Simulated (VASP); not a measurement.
# BN (Qingsongite): exact exchange and RPA correlation, part 2 of 6

How do semilocal functionals compare with the RPA for BN (Qingsongite), and at what cost? The scan starts from a database cell scaled to its smallest volume. The cell is of the zinc-blende type. The start is a cell from a database of measured crystal structures.

VASP 6.6.1, plane waves and PAW; the level of theory is named at each step.

So far. Step 3 (Exact exchange, volume ratio 0.94): The Hartree-Fock energy on these orbitals is -14.7626 eV an atom. Step 4 (Empty bands, volume ratio 0.94): WAVECAR now holds 344 bands for 8 electrons.

### Step 5. RPA correlation, volume ratio 0.94

This step: RPA correlation on PBE orbitals; plane waves and PAW (N_GW, B_GW) (VASP 6.6.1).

The RPA correlation energy follows from the response function on imaginary frequencies; VASP computes it for a row of response cutoffs and extrapolates.

The input, INCAR:

```
SYSTEM = BN
PREC = Accurate
ENCUT = 570
ISMEAR = 0
SIGMA = 0.05
LREAL = .FALSE.
GGA = PE
NBANDS = 344
ALGO = ACFDT
ENCUTGW = 200
NOMEGA = 12
PRECFOCK = Fast
LWAVE = .FALSE.
LCHARG = .FALSE.
```

The input, POSCAR:

```
BN
1.0
    0.0000000000      1.7706018915      1.7706018915
    1.7706018915      0.0000000000      1.7706018915
    1.7706018915      1.7706018915      0.0000000000
N B
1 1
Direct
    0.7500000000      0.7500000000      0.7500000000
    0.0000000000      0.0000000000      0.0000000000
```

The input, KPOINTS:

```
Automatic mesh
0
Gamma
6 6 6
0 0 0
```

PAW data sets: N_GW and B_GW (PBE family, release 64).

Run with:

```bash
$ mpirun -np 8 vasp_std
```

The log of the run:

```text
[banner, memory and clock lines left out]
running    8 mpi-ranks, on    1 nodes
 distrk:  each k-point on    8 cores,    1 groups
 distr:  one band on    1 cores,    8 groups

 POSCAR found type information on POSCAR N B
 POSCAR found :  2 types and       2 ions
 [... a notice as in an earlier step ...]

 LDA part: xc-table for (Slater+PW92), standard interpolation
 found WAVECAR, reading the header
 POSCAR, INCAR and KPOINTS ok, starting setup
 FFT: planning ... GRIDC
 FFT: planning ... GRID_SOFT
 FFT: planning ... GRID
 reading WAVECAR
 the WAVECAR file was read successfully
 initial charge from wavefunction
 available memory per node:     34.31 GB, setting MAXMEM to     35130

 The Fermi energy was updated, please check that it is located mid-gap
 values below the HOMO (VB) or above the LUMO (CB) will cause erroneous energies
 E-fermi :  10.5082

 the WAVEDER file was read successfully
 set NWRITE>2 for more details about minimax calculation
 number of imaginary grid points requested:      12
 number of distinct grids requested:  1
 quadrature errors minimized for energies in [ 0.453E+01, 0.574E+03 ]
 bosonic grid (T=0, re) determined with error: 0.3656E-08
 bosonic grid (re): 0.3656E-08
       0.9916       3.1861       6.0751      10.3397      17.0552
      28.0231      46.3734      77.7241     132.6345     232.9609
     435.9969    1008.1561
energies w=
    0.000    0.992    0.000    3.186    0.000    6.075    0.000   10.340
    0.000   17.055    0.000   28.023    0.000   46.373    0.000   77.724
    0.000  132.635    0.000  232.961    0.000  435.997    0.000 1008.156
 responsefunction array rank=      80
 LDA part: xc-table for (Slater+PW92), standard interpolation

 min. memory requirement per mpi rank     96.6 MB, per node    773.1 MB

 allocating   2 responsefunctions rank=    80
 shmem allocating  12 responsefunctions rank=    80
 response function shared by NCSHMEM nodes    1
 Doing            2  frequencies on each core in blocks of           12
NQ=   1    0.0000    0.0000    0.0000,
|.........|.........|.........|.........
 performed       3525000 updates of chi_q(r,r)
 total number of BLAS operations        119.15 Gflops
NQ=   2    0.1667    0.0000    0.0000,
|.........|.........|.........|.........
 performed       7050000 updates of chi_q(r,r)
 total number of BLAS operations        227.55 Gflops
NQ=   3    0.3333    0.0000    0.0000,
|.........|.........|.........|.........
 performed      10575000 updates of chi_q(r,r)
 total number of BLAS operations        381.98 Gflops
NQ=   4    0.5000    0.0000    0.0000,
|.........|.........|.........|.........
 performed      14100000 updates of chi_q(r,r)
 total number of BLAS operations        520.17 Gflops
NQ=   5    0.1667    0.1667    0.0000,
|.........|.........|.........|.........
 performed      17625000 updates of chi_q(r,r)
 total number of BLAS operations        635.68 Gflops
NQ=   6    0.3333    0.1667    0.0000,
|.........|.........|.........|.........
 performed      21150000 updates of chi_q(r,r)
 total number of BLAS operations        769.94 Gflops
NQ=   7    0.5000    0.1667    0.0000,
|.........|.........|.........|.........
 performed      24675000 updates of chi_q(r,r)
 total number of BLAS operations        924.37 Gflops
NQ=   8   -0.3333    0.1667    0.0000,
|.........|.........|.........|.........
 performed      28200000 updates of chi_q(r,r)
 total number of BLAS operations       1074.65 Gflops
NQ=   9   -0.1667    0.1667    0.0000,
|.........|.........|.........|.........
 performed      31725000 updates of chi_q(r,r)
 total number of BLAS operations       1216.82 Gflops
NQ=  10    0.3333    0.3333    0.0000,
|.........|.........|.........|.........
 performed      35250000 updates of chi_q(r,r)
 total number of BLAS operations       1379.70 Gflops
NQ=  11    0.5000    0.3333    0.0000,
|.........|.........|.........|.........
 performed      38775000 updates of chi_q(r,r)
 total number of BLAS operations       1529.99 Gflops
NQ=  12   -0.3333    0.3333    0.0000,
|.........|.........|.........|.........
 performed      42300000 updates of chi_q(r,r)
 total number of BLAS operations       1656.58 Gflops
NQ=  13    0.5000    0.5000    0.0000,
|.........|.........|.........|.........
 performed      45825000 updates of chi_q(r,r)
 total number of BLAS operations       1772.09 Gflops
NQ=  14    0.5000    0.3333    0.1667,
|.........|.........|.........|.........
 performed      49350000 updates of chi_q(r,r)
 total number of BLAS operations       1934.98 Gflops
NQ=  15   -0.3333    0.3333    0.1667,
|.........|.........|.........|.........
 performed      52875000 updates of chi_q(r,r)
 total number of BLAS operations       2081.17 Gflops
NQ=  16   -0.3333    0.5000    0.1667,
|.........|.........|.........|.........
 performed      56400000 updates of chi_q(r,r)
 total number of BLAS operations       2227.37 Gflops
 entering main loop
```

Run time: 16 s. Hardware: 8 MPI ranks of Intel Xeon 6975P-C (Granite Rapids), shared host; peak memory 1.4 GiB; 1.8 min of CPU time.

From OUTCAR (step 5):

```text
   k-points           NKPTS =     16   k-points in BZ     NKDIM =    216   number of bands    NBANDS=    344

   NELECT =       8.0000    total number of electrons

 E-fermi :  10.5082

 Hartree contr. to MP2           -0.239659      0.000000

 Hartree contr. to MP2           -1.975325      0.000000

 Hartree contr. to MP2           -1.917696      0.000000

 Hartree contr. to MP2           -0.953061      0.000000

      cutoff energy     smooth cutoff   RPA   correlation   Hartree contr. to MP2

      cutoff energy     smooth cutoff   RPA   correlation   Hartree contr. to MP2
---------------------------------------------------------------------------------
            200.000           160.000      -11.9317345529      -18.1566274347
            190.476           152.381      -11.8193060313      -18.0246898363
            181.406           145.125      -11.6990913520      -17.8821143441
            172.768           138.214      -11.5730054817      -17.7310543965
            164.541           131.632      -11.4409278844      -17.5708754852
            156.705           125.364      -11.3004019176      -17.3982875639
            149.243           119.394      -11.1546188282      -17.2165040055
            142.136           113.709      -11.0020435699      -17.0222787129
  linear regression

  converged value                          -13.3128377661      -19.8476173744

[... 7 parts as in an earlier step ...]

[... 2 further parts left out ...]
```

Read from the output:

| Item | Value |
| --- | --- |
| RPA correlation energy | -13.31 eV |

The correlation energy is -6.6564 eV an atom. With exact exchange the total is -21.4190 eV an atom.

### Step 6. Comparison: r2SCAN, volume ratio 0.94

This step: r2SCAN; plane waves and PAW (N_GW, B_GW) (VASP 6.6.1).

For comparison the same cell is computed with r2SCAN.

The input, INCAR:

```
SYSTEM = BN
PREC = Accurate
ENCUT = 570
EDIFF = 1E-06
NELM = 100
ISMEAR = 0
SIGMA = 0.05
LREAL = .FALSE.
ALGO = Normal
METAGGA = R2SCAN
LASPH = .TRUE.
NBANDS = 10
LWAVE = .FALSE.
LCHARG = .FALSE.
KPAR = 8
```

POSCAR is that of step 5.

KPOINTS is that of step 5.

Run with:

```bash
$ mpirun -np 8 vasp_std
```

The log of the run:

```text
[banner, memory and clock lines left out]
running    8 mpi-ranks, on    1 nodes
 distrk:  each k-point on    1 cores,    8 groups
 distr:  one band on    1 cores,    1 groups

 POSCAR found type information on POSCAR N B
 POSCAR found :  2 types and       2 ions
 [... a notice as in an earlier step ...]

|                                                                             |
|               ----> ADVICE to this user running VASP <----                  |
|                                                                             |
|     You enforced a specific xc type in the INCAR file but a different       |
|     [... a line on the potential file left out ...]
|     I HOPE YOU KNOW WHAT YOU ARE DOING!                                     |
|                                                                             |

 LDA part: xc-table for (None), standard interpolation
 POSCAR, INCAR and KPOINTS ok, starting setup
 FFT: planning ... GRIDC
 FFT: planning ... GRID_SOFT
 FFT: planning ... GRID
 WAVECAR not read
 entering main loop
       N       E                     dE             d eps       ncg     rms          rms(c)
DAV:   1     0.342813E+02    0.34281E+02   -0.61386E+03   320   0.983E+02
DAV:   2    -0.215463E+02   -0.55828E+02   -0.53266E+02   370   0.280E+02
DAV:   3    -0.229690E+02   -0.14227E+01   -0.14176E+01   392   0.426E+01
DAV:   4    -0.229760E+02   -0.70285E-02   -0.70278E-02   406   0.306E+00
DAV:   5    -0.229760E+02   -0.34085E-04   -0.34084E-04   386   0.192E-01    0.604E+00
DAV:   6    -0.191429E+02    0.38331E+01   -0.18084E+00   440   0.102E+01    0.253E+00
DAV:   7    -0.191128E+02    0.30078E-01   -0.27459E-01   448   0.508E+00    0.115E+00
DAV:   8    -0.191090E+02    0.38505E-02   -0.42945E-02   458   0.219E+00    0.137E-01
DAV:   9    -0.191088E+02    0.22134E-03   -0.42137E-03   484   0.659E-01    0.110E-01
DAV:  10    -0.191088E+02    0.17443E-04   -0.75906E-04   440   0.320E-01    0.708E-03
DAV:  11    -0.191088E+02   -0.14543E-05   -0.10630E-05   370   0.356E-02    0.281E-03
DAV:  12    -0.191088E+02   -0.14130E-06   -0.23859E-07   228   0.576E-03
   1 F= -.19108757E+02 E0= -.19108757E+02  d E =-.136250E-13
```

Elapsed: 2.6 s, on 8 MPI ranks; peak memory 0.8 GiB; 16 s of CPU time.

From OUTCAR (step 6):

```text
   NELECT =       8.0000    total number of electrons

 E-fermi :   8.3268

 k-point     1 :       0.0000    0.0000    0.0000
  band No.  band energies     occupation
      1     -13.9720      2.00000
      2       8.0814      2.00000
      3       8.0814      2.00000
      4       8.0814      2.00000
      5      17.9242      0.00000
      6      17.9242      0.00000
      7      17.9242      0.00000
      8      20.2145      0.00000
      9      35.4721      0.00000
    ...

  Total        1.7315661      1.7315661      1.7315661      0.0000000      0.0000000     -0.0000000
  in kB      249.8946135    249.8946135    249.8946135      0.0000000      0.0000000     -0.0000000
  external PRESSURE =     249.8946135 kB  Pullay stress =       0.0000000 kB

  FREE ENERGIE OF THE ION-ELECTRON SYSTEM (eV)
  ---------------------------------------------------
  free  energy   TOTEN  =       -19.1087570618 eV

  energy  without entropy=      -19.1087570618  energy(sigma->0) =      -19.10875706

[... 9 parts as in an earlier step ...]

[... 8 further parts left out ...]
```

The PAW data sets were made with PBE, which is usual practice but a small mismatch for other functionals.

Numbers from this step:

* free energy (TOTEN): -19.11 eV
* Fermi energy: 8.327 eV
* pressure: 24.99 GPa
* gap on the k-mesh: 5.065 eV
* least direct gap on the k-mesh: 9.843 eV

Its energy is -9.5544 eV an atom, on a zero of its own.

### Step 7. Orbitals for comparison: HSE06, volume ratio 0.94

This step: PBE; plane waves and PAW (N_GW, B_GW) (VASP 6.6.1).

A hybrid converges faster from good orbitals, so a cheap PBE run writes WAVECAR first.

The input, INCAR:

```
SYSTEM = BN
PREC = Accurate
ENCUT = 570
EDIFF = 1E-05
NELM = 100
ISMEAR = 0
SIGMA = 0.05
LREAL = .FALSE.
ALGO = Normal
GGA = PE
NBANDS = 10
LORBIT = 11
LWAVE = .TRUE.
LCHARG = .FALSE.
KPAR = 8
```

POSCAR is that of step 6.

KPOINTS is that of step 6.

Run with:

```bash
$ mpirun -np 8 vasp_std
```

The log of the run:

```text
[banner, memory and clock lines left out]
running    8 mpi-ranks, on    1 nodes
 distrk:  each k-point on    1 cores,    8 groups
 distr:  one band on    1 cores,    1 groups

 POSCAR found type information on POSCAR N B
 POSCAR found :  2 types and       2 ions
 [... a notice as in an earlier step ...]

 LDA part: xc-table for (Slater+PW92), standard interpolation
 POSCAR, INCAR and KPOINTS ok, starting setup
 FFT: planning ... GRIDC
 FFT: planning ... GRID_SOFT
 FFT: planning ... GRID
 WAVECAR not read
 entering main loop
       N       E                     dE             d eps       ncg     rms          rms(c)
[... 9 cycles as in an earlier step ...]
DAV:  10    -0.173913E+02   -0.25854E-05   -0.55610E-05   402   0.924E-02
   1 F= -.17391345E+02 E0= -.17391345E+02  d E =-.393335E-18
 writing wavefunctions
```

It took 1.2 s on 8 MPI ranks; peak memory 0.86 GiB; 4.2 s of CPU time.

OUTCAR, selected parts (step 7):

```text
   NELECT =       8.0000    total number of electrons

 E-fermi :   8.5383

 k-point     1 :       0.0000    0.0000    0.0000
  band No.  band energies     occupation
      1     -12.7087      2.00000
      2       8.2444      2.00000
      3       8.2444      2.00000
      4       8.2444      2.00000
      5      17.3620      0.00000
      6      17.3620      0.00000
      7      17.3620      0.00000
      8      19.6173      0.00000
      9      34.1713      0.00000
    ...

  Total        2.0454858      2.0454858      2.0454858      0.0000000      0.0000000      0.0000000
  in kB      295.1985869    295.1985869    295.1985869      0.0000000      0.0000000      0.0000000
  external PRESSURE =     295.1985869 kB  Pullay stress =       0.0000000 kB

 POSITION                                       TOTAL-FORCE (eV/Angst)
 -----------------------------------------------------------------------------------
      2.65590      2.65590      2.65590         0.000000      0.000000      0.000000
      0.00000      0.00000      0.00000        -0.000000     -0.000000     -0.000000
 -----------------------------------------------------------------------------------
    total drift:                               -0.000000     -0.000000     -0.000000

  FREE ENERGIE OF THE ION-ELECTRON SYSTEM (eV)
  ---------------------------------------------------
  free  energy   TOTEN  =       -17.3913445723 eV

  energy  without entropy=      -17.3913445723  energy(sigma->0) =      -17.39134457

[... 9 parts as in an earlier step ...]

[... 8 further parts left out ...]
```

This step gave:

| Property | Result |
| --- | --- |
| free energy (TOTEN) | -17.39 eV |
| Fermi energy | 8.538 eV |
| pressure | 29.52 GPa |
| gap on the k-mesh | 4.526 eV |
| least direct gap on the k-mesh | 9.118 eV |

The run ends at a pressure of 29.52 GPa.

### Step 8. Comparison: HSE06, volume ratio 0.94

This step: HSE06; plane waves and PAW (N_GW, B_GW) (VASP 6.6.1).

For comparison the same cell is computed with HSE06.

The input, INCAR:

```
SYSTEM = BN
PREC = Accurate
ENCUT = 570
EDIFF = 1E-06
NELM = 100
ISMEAR = 0
SIGMA = 0.05
LREAL = .FALSE.
ALGO = Normal
LHFCALC = .TRUE.
AEXX = 0.25
GGA = PE
HFSCREEN = 0.2
LASPH = .TRUE.
NBANDS = 10
PRECFOCK = Fast
LWAVE = .FALSE.
LCHARG = .FALSE.
KPAR = 8
```

POSCAR is that of step 7.

KPOINTS is that of step 7.

The run starts from files that an earlier step left in the folder.

Run with:

```bash
$ mpirun -np 8 vasp_std
```

The log of the run:

```text
[banner, memory and clock lines left out]
running    8 mpi-ranks, on    1 nodes
 distrk:  each k-point on    1 cores,    8 groups
 distr:  one band on    1 cores,    1 groups

 POSCAR found type information on POSCAR N B
 POSCAR found :  2 types and       2 ions
 [... a notice as in an earlier step ...]

 LDA part: xc-table for (Slater+PW92), standard interpolation
 found WAVECAR, reading the header
 POSCAR, INCAR and KPOINTS ok, starting setup
 FFT: planning ... GRIDC
 FFT: planning ... GRID_SOFT
 FFT: planning ... GRID
 reading WAVECAR
 the WAVECAR file was read successfully
 initial charge from wavefunction
 entering main loop
       N       E                     dE             d eps       ncg     rms          rms(c)
DAV:   1    -0.203550E+02   -0.20355E+02   -0.29201E-01   454   0.752E+00    0.359E-01
DAV:   2    -0.203555E+02   -0.55284E-03   -0.13405E-03   390   0.385E-01    0.231E-01
DAV:   3    -0.203549E+02    0.59599E-03   -0.36876E-04   424   0.203E-01    0.135E-01
DAV:   4    -0.203548E+02    0.16045E-03   -0.12426E-04   496   0.130E-01    0.784E-02
DAV:   5    -0.203547E+02    0.45422E-04   -0.29156E-05   492   0.760E-02    0.447E-02
DAV:   6    -0.203547E+02    0.13292E-04   -0.78127E-06   460   0.428E-02    0.253E-02
DAV:   7    -0.203547E+02    0.38077E-05   -0.20348E-06   342   0.224E-02    0.145E-02
DAV:   8    -0.203547E+02    0.11258E-05   -0.52418E-07   198   0.117E-02    0.841E-03
DAV:   9    -0.203547E+02    0.30527E-06   -0.21875E-07   196   0.648E-03
   1 F= -.20354718E+02 E0= -.20354718E+02  d E =-.163944E-16
```

The job ended after 7.8 s (8 MPI ranks; peak memory 1.6 GiB; 53 s of CPU time).

OUTCAR, selected parts (step 8):

```text
   k-points           NKPTS =     16   k-points in BZ     NKDIM =    216   number of bands    NBANDS=     10

   NELECT =       8.0000    total number of electrons

 E-fermi :   7.6292

 k-point     1 :       0.0000    0.0000    0.0000
  band No.  band energies     occupation
      1     -15.5073      2.00000
      2       7.3517      2.00000
      3       7.3517      2.00000
      4       7.3517      2.00000
      5      18.2611      0.00000
      6      18.2611      0.00000
      7      18.2611      0.00000
      8      20.5911      0.00000
      9      35.3424      0.00000
    ...

 POSITION                                       TOTAL-FORCE (eV/Angst)
 -----------------------------------------------------------------------------------
      2.65590      2.65590      2.65590         0.000000      0.000000      0.000000
      0.00000      0.00000      0.00000        -0.000000     -0.000000     -0.000000
 -----------------------------------------------------------------------------------
    total drift:                               -0.000000      0.000000     -0.000001

  FREE ENERGIE OF THE ION-ELECTRON SYSTEM (eV)
  ---------------------------------------------------
  free  energy   TOTEN  =       -20.3547182484 eV

  energy  without entropy=      -20.3547182484  energy(sigma->0) =      -20.35471825

[... 8 parts as in an earlier step ...]

[... 8 further parts left out ...]
```

Numbers from this step:

```yaml
free_energy_toten: -20.35 eV
fermi_energy: 7.629 eV
gap_on_the_k_mesh: 5.89 eV
least_direct_gap_on_the_k_mesh: 10.91 eV
```

Its energy is -10.1774 eV an atom, on a zero of its own.

[end of part 2 of 6]

[Long decimals in the printed logs are rounded to 6 places.]

[Lines on the potential files, build, host, timing and source positions are cut from VASP's logs without a mark.]

[Logs are printed without paths, hosts, clocks, repeated set-up lines and the standing remarks that a program may print on its own settings, such as how far it seeks lower states.]

[Hosts, paths, dates, database ids (printed as entryN), source tags and the programs' standing remarks are cut or masked in the printed files.]

[Measured values are set beside computed ones only where the two were judged alike; some that the calculation misses by far are left out.]

[Pressures printed for these runs are not shown converged in the cutoff: they can be off by several GPa and have the wrong sign.]
